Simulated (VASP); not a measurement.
Here is a VASP 6.6.1 calculation.

The input INCAR:

```
PREC = Accurate
ENCUT = 520
EDIFF = 1E-7
ISMEAR = -1
SIGMA = 0.02
LREAL = Auto
LASPH = True
NELM = 100
ALGO = Normal
ISIF = 2
LWAVE = False
LCHARG = True
GGA = PE
IVDW = 12
LELF = True
LVHAR = True
NBANDS = 55
```

The input KPOINTS:

```
Automatic mesh
0
Gamma
  1 1 1
```

The input POSCAR:

```
H18SO8
1.0
    6.6943300000      0.0000000000      0.0000000000
    0.0000000000      6.6943300000      0.0000000000
    0.0000000000      0.0000000000      6.6943300000
O H S
8 18 1
Direct
    0.2900813076      1.0536379294      0.8525423754
    1.0008320474      0.7935820314      0.2648659388
    1.0180705164      0.3794255736      0.9619782712
    0.3861028662      0.5850174700      0.3759300781
    0.9198530697      0.3823833005      0.5650453443
    0.5172885113      0.2845542422      0.1187870930
    0.2194244980      0.6808896484      0.7657076959
    0.2257731543      0.1105413088      0.4323658977
    0.2529155270      1.0867256320      0.7142910493
    0.2627148647      0.9127724507      0.8589806598
    0.9251560649      0.8177218631      0.1419858298
    0.9923621931      0.6526568006      0.2750686028
    0.9649359981      0.3581389026      0.8269535562
    1.1105517654      0.2636708976      0.9874774623
    0.2686601945      0.6452774213      0.3077380410
    0.4421353593      0.4847684533      0.2865260601
    1.0087342572      0.2715133553      0.5196039036
    0.7820648220      0.3334613023      0.5604145598
    0.6578104157      0.2887667623      0.0885226752
    0.4578501508      0.2195440022      0.0000597521
    0.1790619823      0.5730670582      0.8518104127
    0.2709755868      0.6278895722      0.6388690130
    0.1663049177     -0.0194791712      0.3874622255
    0.3609771254      0.1297665338      0.3826671228
    0.9250514988      0.7607333370      0.7485737930
    0.6207492012      0.8252058085      0.7548776353
    0.7898624657      0.9170148469      0.7932683331
```

Potentials or basis: VASP PAW PBE potentials, release 64 (O, H, S).

Run with:

```bash
$ cat potpaw_PBE.64/O/POTCAR potpaw_PBE.64/H/POTCAR potpaw_PBE.64/S/POTCAR > POTCAR
$ mpirun -np 1 vasp_gam > vasp.out
```

Task: Predict the largest force.

Result: 1.967 eV/Å.

Task: Predict the band gap on the k mesh.

Result: 3.94 eV, direct.

Forces in eV/Å, atoms in the order of the input:
```
O    0.183  1.951  0.168
O    0.216  1.060 -0.333
O    0.864 -0.597  0.957
O   -0.865  0.883  0.419
O   -0.091 -0.372 -0.115
O   -0.267 -0.084  0.009
O    0.345  0.787 -0.628
O   -0.887 -0.482  0.525
H    0.214  0.020 -0.131
H   -0.021 -1.343  0.002
H    0.006  0.425 -0.163
H   -0.309 -1.596  0.504
H   -0.003 -0.014 -0.374
H   -0.795  0.670 -0.426
H    0.969 -0.399  0.108
H   -0.110 -0.313 -0.518
H   -0.350  0.383 -0.093
H    0.419 -0.087 -0.168
H    0.723  0.080 -0.027
H   -0.289 -0.256  0.229
H   -0.421 -1.066  0.484
H    0.104 -0.176  0.082
H    0.544  0.719 -0.122
H   -0.095 -0.198 -0.444
H   -0.870  0.824  0.052
H   -0.542 -0.672 -0.206
S    1.327 -0.147  0.210
```
